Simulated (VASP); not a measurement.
Input:

```
CELL_PARAMETERS angstrom
      3.77954     0.00000     0.00000
      0.00000     3.77954     0.00000
      0.00000     0.00000    18.84664
ATOMIC_POSITIONS crystal
  Sn 0.50000 0.00000 0.43758
  Sn 0.00000 0.50000 0.56242
  O  0.50000 0.50000 0.50000
  O  0.00000 0.00000 0.50000
```

The numbers are results of r2SCAN meta-GGA, VASP's PBE PAW potentials (set 64) (plane waves; VASP), not measurements. Settings: PREC = Normal, 500 eV cut-off, 12×12×1 Γ-centred mesh, Gaussian smearing of 0.050 eV, potentials Sn_d O.

Predict the energy per atom (σ→0).

| Property | Value |
|---|---|
| energy per atom (σ→0) | -1608.9 kJ/mol of atoms |

The absolute energy has meaning only against runs of the same code, potentials and settings.

The cell is a sheet with vacuum, built from SnO (litharge).
